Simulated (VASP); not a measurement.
Output of a VASP run:

**OSZICAR**
```
       N       E                     dE             d eps       ncg     rms          rms(c)
DAV:   1     0.860504089848E+02    0.86050E+02   -0.81480E+03  3662   0.128E+03
DAV:   2    -0.111095216052E+02   -0.97160E+02   -0.93834E+02  3870   0.339E+02
DAV:   3    -0.123292736206E+02   -0.12198E+01   -0.12105E+01  4239   0.377E+01
DAV:   4    -0.123326127590E+02   -0.33391E-02   -0.33389E-02  3929   0.219E+00
DAV:   5    -0.123326278648E+02   -0.15106E-04   -0.15104E-04  4238   0.148E-01    0.201E+01
DAV:   6    -0.117694424258E+02    0.56319E+00   -0.90102E-01  3864   0.118E+01    0.651E+00
DAV:   7    -0.116733811908E+02    0.96061E-01   -0.23109E-01  4182   0.556E+00    0.790E-01
DAV:   8    -0.116676719720E+02    0.57092E-02   -0.40352E-03  3807   0.911E-01    0.183E-01
DAV:   9    -0.116676902146E+02   -0.18243E-04   -0.66086E-05  4238   0.110E-01    0.924E-02
DAV:  10    -0.116676974924E+02   -0.72777E-05   -0.81747E-06  3959   0.370E-02    0.863E-03
DAV:  11    -0.116676977461E+02   -0.25373E-06   -0.74206E-08  2333   0.292E-03
   1 F= -.77168928E+01 E0= -.77169928E+01  d E =-.771689E+01
       N       E                     dE             d eps       ncg     rms          rms(c)
DAV:   1    -0.162581237062E+02   -0.45904E+01   -0.15521E+02  3747   0.178E+02    0.503E+01
DAV:   2    -0.111243972058E+02    0.51337E+01   -0.90668E+00  3645   0.433E+01    0.710E+00
DAV:   3    -0.104159164318E+02    0.70848E+00   -0.21146E+00  3797   0.199E+01    0.843E+00
DAV:   4    -0.104418205898E+02   -0.25904E-01   -0.58942E-02  3865   0.311E+00    0.148E+00
DAV:   5    -0.104431713868E+02   -0.13508E-02   -0.10485E-02  3917   0.132E+00    0.203E-01
DAV:   6    -0.104431149510E+02    0.56436E-04   -0.84636E-05  3966   0.125E-01    0.232E-02
DAV:   7    -0.104431072660E+02    0.76849E-05   -0.15687E-05  3915   0.524E-02    0.707E-03
DAV:   8    -0.104431074530E+02   -0.18703E-06   -0.53269E-08  1977   0.312E-03
   2 F= -.72001527E+01 E0= -.72001336E+01  d E =0.516740E+00
       N       E                     dE             d eps       ncg     rms          rms(c)
DAV:   1    -0.157460637870E+02   -0.53030E+01   -0.11784E+02  3717   0.164E+02    0.219E+01
DAV:   2    -0.118202607310E+02    0.39258E+01   -0.88456E+00  3651   0.372E+01    0.846E+00
DAV:   3    -0.115287447990E+02    0.29152E+00   -0.13929E+00  3852   0.151E+01    0.171E+00
DAV:   4    -0.115481224021E+02   -0.19378E-01   -0.94206E-03  3894   0.124E+00    0.103E+00
DAV:   5    -0.115620890811E+02   -0.13967E-01   -0.69582E-03  3868   0.795E-01    0.739E-02
DAV:   6    -0.115620776792E+02    0.11402E-04   -0.68069E-05  4059   0.913E-02    0.171E-02
DAV:   7    -0.115620744038E+02    0.32754E-05   -0.28299E-06  3894   0.171E-02    0.747E-03
DAV:   8    -0.115620747984E+02   -0.39459E-06   -0.14065E-07  2025   0.483E-03
   3 F= -.77405148E+01 E0= -.77404201E+01  d E =-.236220E-01
       N       E                     dE             d eps       ncg     rms          rms(c)
DAV:   1    -0.115547232702E+02    0.73511E-02   -0.19801E-02  3795   0.206E+00    0.395E-01
DAV:   2    -0.115540324549E+02    0.69082E-03   -0.13648E-03  3759   0.487E-01    0.667E-02
DAV:   3    -0.115539723835E+02    0.60071E-04   -0.23776E-04  3879   0.199E-01    0.558E-02
DAV:   4    -0.115539806258E+02   -0.82422E-05   -0.43076E-06  3855   0.248E-02    0.272E-03
DAV:   5    -0.115539806209E+02    0.48415E-08   -0.34717E-07  1983   0.763E-03
   4 F= -.77406327E+01 E0= -.77405337E+01  d E =-.237398E-01
```

File OUTCAR:
```
------------------------ aborting loop because EDIFF is reached ----------------------------------------
  FORCE on cell =-STRESS in cart. coord.  units (eV):
  Direction    XX          YY          ZZ          XY          YZ          ZX
  --------------------------------------------------------------------------------------
  Total        3.7985060      3.7985060      3.7985060     -0.0000000      0.0000000     -0.0000000
  in kB      448.2485506    448.2485506    448.2485506     -0.0000000      0.0000000     -0.0000000
  external PRESSURE =      -1.7514494 kB  Pullay stress =     450.0000000 kB
  volume of cell :       13.58
      direct lattice vectors                 reciprocal lattice vectors
    -1.502847236  1.502847236  1.502847236     0.000000000  0.332701813  0.332701813
     1.502847236 -1.502847236  1.502847236     0.332701813  0.000000000  0.332701813
     1.502847236  1.502847236 -1.502847236     0.332701813  0.332701813  0.000000000
 POSITION                                       TOTAL-FORCE (eV/Angst)
 -----------------------------------------------------------------------------------
      3.00569      0.00000      0.00000        -0.000000      0.000000      0.000000
 -----------------------------------------------------------------------------------
    total drift:                                0.000000     -0.000000     -0.000000
  FREE ENERGIE OF THE ION-ELECTRON SYSTEM (eV)
  ---------------------------------------------------
  free  energy   TOTEN  =       -11.5539806209 eV

  energy  without entropy=      -11.5536837796  energy(sigma->0) =      -11.55388167
  enthalpy is  TOTEN    =        -7.7406326772 eV   P V=        3.8133479437

 reached required accuracy - stopping structural energy minimisation
```
(Selected blocks of OUTCAR.)

**POSCAR**
```
Mo
1
   -1.5206918592     1.5206918592     1.5206918592
    1.5206918592    -1.5206918592     1.5206918592
    1.5206918592     1.5206918592    -1.5206918592
Mo
1
Direct
  0.0000000000   0.0000000000   0.0000000000
```

**Question.** Write an INCAR and KPOINTS that could have produced this output.

**Answer.** This is not unique; one that fits is the input of the run itself, PBEsol GGA, plane waves, VASP's PBE PAW potentials (set 64).

INCAR:
```
SYSTEM = Mo
PREC = Accurate
ENCUT = 500
EDIFF = 1E-6
NELM = 100
ALGO = Normal
LREAL = .FALSE.
LASPH = .TRUE.
ISMEAR = 1
SIGMA = 0.1
GGA = PS
LMAXMIX = 4
LWAVE = .FALSE.
LCHARG = .FALSE.
IBRION = 2
ISIF = 3
NSW = 40
EDIFFG = -0.02
PSTRESS = 450
```

KPOINTS:
```
Automatic
0
Gamma
  17 17 17
```

POTCAR, in this order: Mo_sv (PBE.64 set). Program: vasp_std.

Energy and stress use the plane-wave basis of the starting cell.

The compound is Mo in the bcc structure. This run relaxes it under an external pressure of 45 GPa. Symmetry was kept, so distortions that lower it aren't found.
